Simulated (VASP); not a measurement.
Data:

```xyz
5
Lattice="4.1900 0.0000 0.0000 0.0000 4.1900 0.0000 0.0000 0.0000 4.1900" Properties=species:S:1:pos:R:3 pbc="T T T"
Ba     0.0000     0.0000     0.0000
Zr     2.0950     2.0950     2.0950
O      2.0950     0.0000     2.0950
O      0.0000     2.0950     2.0950
O      2.0950     2.0950     0.0000
```

The numbers are results of revTPSS meta-GGA, VASP's PBE PAW potentials (set 64) (plane waves; VASP 6.6.1), not measurements. Numerical set-up: 520 eV cut-off, 5×5×5 Γ-centred mesh, Gaussian smearing of 0.050 eV, potentials Ba_sv Zr_sv O.

Energy and stress use the plane-wave basis of the starting cell.

**Question.** The ions, cell shape and volume are relaxed. Which structure does the run end with?

**Answer.** 
```xyz
5
Lattice="4.2181 0.0000 0.0000 0.0000 4.2181 0.0000 0.0000 0.0000 4.2181" Properties=species:S:1:pos:R:3 pbc="T T T"
Ba     0.0000     0.0000     0.0000
Zr     2.1091     2.1091     2.1091
O      2.1091     0.0000     2.1091
O      0.0000     2.1091     2.1091
O      2.1091     2.1091     0.0000
```
Space group Pm-3m (221), at a tolerance of 0.03 Å.

**Question.** How do energy and volume change from the first to the last step?

**Answer.** The energy (σ→0) changes by -3.0 meV/atom and the volume by +2.0 %, in 3 ionic steps.

The compound is BaZrO3 in the cubic perovskite structure. This run relaxes it. Symmetry was kept, so distortions that lower it aren't found.
